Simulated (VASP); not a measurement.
All values below come from LDA (Ceperley-Alder, Perdew-Zunger), VASP's LDA PAW potentials (set 64) (plane waves; VASP 6.6.1).

VASP input:

### KPOINTS
```
Automatic mesh
0
Gamma
18 18 18
0 0 0
```

**POSCAR**
```
Ta
3.2598520
 -0.4999999897   0.4999999897   0.4999999897
  0.4999999897  -0.4999999897   0.4999999897
  0.4999999897   0.4999999897  -0.4999999897
Ta
1
Cartesian
  0.0000000000   0.0000000000   0.0000000000
```

**INCAR**
```
SYSTEM = Ta
PREC = Accurate
ENCUT = 400
EDIFF = 1E-7
NELM = 100
ALGO = Normal
LREAL = .FALSE.
LASPH = .TRUE.
ISMEAR = -5
LMAXMIX = 6
LWAVE = .FALSE.
LCHARG = .TRUE.
LORBIT = 11
NEDOS = 601
ISIF = 2
```

POTCAR, in this order: Ta_pv (LDA.64 set). Program: vasp_std.

The resulting files:

**OSZICAR**
```
       N       E                     dE             d eps       ncg     rms          rms(c)
DAV:   1     0.357776337311E+02    0.35778E+02   -0.57613E+03  3526   0.961E+02
DAV:   2    -0.127536188066E+02   -0.48531E+02   -0.47764E+02  4548   0.217E+02
DAV:   3    -0.132924531884E+02   -0.53883E+00   -0.51177E+00  4016   0.229E+01
DAV:   4    -0.132964637634E+02   -0.40106E-02   -0.40066E-02  4047   0.155E+00
DAV:   5    -0.132964897843E+02   -0.26021E-04   -0.26056E-04  4059   0.105E-01    0.144E+01
DAV:   6    -0.129394452779E+02    0.35704E+00   -0.37729E-01  3652   0.727E+00    0.700E+00
DAV:   7    -0.128303243704E+02    0.10912E+00   -0.29233E-01  3687   0.604E+00    0.376E-01
DAV:   8    -0.128281614420E+02    0.21629E-02   -0.35796E-03  3833   0.827E-01    0.616E-02
DAV:   9    -0.128281515045E+02    0.99375E-05   -0.62356E-05  3846   0.963E-02    0.280E-02
DAV:  10    -0.128281518013E+02   -0.29682E-06   -0.37469E-06  4278   0.253E-02    0.294E-03
DAV:  11    -0.128281515263E+02    0.27502E-06   -0.13388E-07  2835   0.479E-03    0.508E-04
DAV:  12    -0.128281515528E+02   -0.26530E-07   -0.42661E-09  1842   0.842E-04
   1 F= -.12828152E+02 E0= -.12828152E+02  d E =0.000000E+00
```

### OUTCAR
```
------------------------ aborting loop because EDIFF is reached ----------------------------------------
  FORCE on cell =-STRESS in cart. coord.  units (eV):
  Direction    XX          YY          ZZ          XY          YZ          ZX
  --------------------------------------------------------------------------------------
  Total       -0.0523568     -0.0523568     -0.0523568      0.0000000      0.0000000     -0.0000000
  in kB       -4.8430647     -4.8430647     -4.8430647      0.0000000      0.0000000     -0.0000000
  external PRESSURE =      -4.8430647 kB  Pullay stress =       0.0000000 kB
  volume of cell :       17.32
      direct lattice vectors                 reciprocal lattice vectors
    -1.629925966  1.629925966  1.629925966     0.000000000  0.306762399  0.306762399
     1.629925966 -1.629925966  1.629925966     0.306762399  0.000000000  0.306762399
     1.629925966  1.629925966 -1.629925966     0.306762399  0.306762399  0.000000000
 POSITION                                       TOTAL-FORCE (eV/Angst)
 -----------------------------------------------------------------------------------
      0.00000      0.00000      0.00000         0.000000      0.000000      0.000000
 -----------------------------------------------------------------------------------
    total drift:                                0.000000     -0.000000      0.000000
  FREE ENERGIE OF THE ION-ELECTRON SYSTEM (eV)
  ---------------------------------------------------
  free  energy   TOTEN  =       -12.8281515528 eV

  energy  without entropy=      -12.8281515528  energy(sigma->0) =      -12.82815155

 total charge

# of ion       s       p       d       tot
------------------------------------------
    1        0.381   6.171   2.482   9.033
```
(Selected blocks of OUTCAR.)

File OUTCAR:
```
 val. band max:        5.7543277924   @ k =  -0.2222   0.2222   0.1111

 cond. band min:       5.7280570554   @ k =  -0.3333   0.3333   0.1667


 Fermi energy:         5.7136857422

 k-point     1 :       0.0000    0.0000    0.0000
  band No.  band energies     occupation
      1     -27.0182      2.00000
      2     -27.0182      2.00000
      3     -27.0182      2.00000
      4      -2.2596      2.00000
      5       6.3957      0.00000
      6       6.3957      0.00000
      7       6.3957      0.00000
      8       9.7957      0.00000
      9       9.7957      0.00000

 k-point     2 :       0.0556    0.0000    0.0000
  band No.  band energies     occupation
      1     -27.0633      2.00000
      2     -27.0318      2.00000
      3     -27.0185      2.00000
      4      -2.1132      2.00000
      5       6.3009      0.00000
      6       6.3706      0.00000
      7       6.5387      0.00000
      8       9.6377      0.00000
      9       9.7956      0.00000

 k-point     3 :       0.1111    0.0000    0.0000
  band No.  band energies     occupation
      1     -27.1916      2.00000
      2     -27.0711      2.00000
      3     -27.0193      2.00000
      4      -1.6907      2.00000
      5       6.0399     -0.04152
      6       6.2633     -0.00063
      7       6.9632      0.00000
      8       9.3089      0.00000
      9       9.8036      0.00000

 k-point     4 :       0.1667    0.0000    0.0000
  band No.  band energies     occupation
      1     -27.3834      2.00000
      2     -27.1306      2.00000
      3     -27.0206      2.00000
      4      -1.0445      2.00000
      5       5.6702      1.23634
      6       6.0231     -0.08764
      7       7.6556      0.00000
      8       9.0860      0.00000
      9       9.8399      0.00000

 k-point     5 :       0.2222    0.0000    0.0000
  band No.  band energies     occupation
      1     -27.6116      2.00000
      2     -27.2027      2.00000
      3     -27.0222      2.00000
...
```

For a metal the tetrahedron method with Blöchl corrections gives inexact stress and forces. Unless said otherwise, spin-orbit coupling is left out, though it shifts the bands of the heavy elements here.

The compound is Ta in the bcc structure. It was relaxed first.
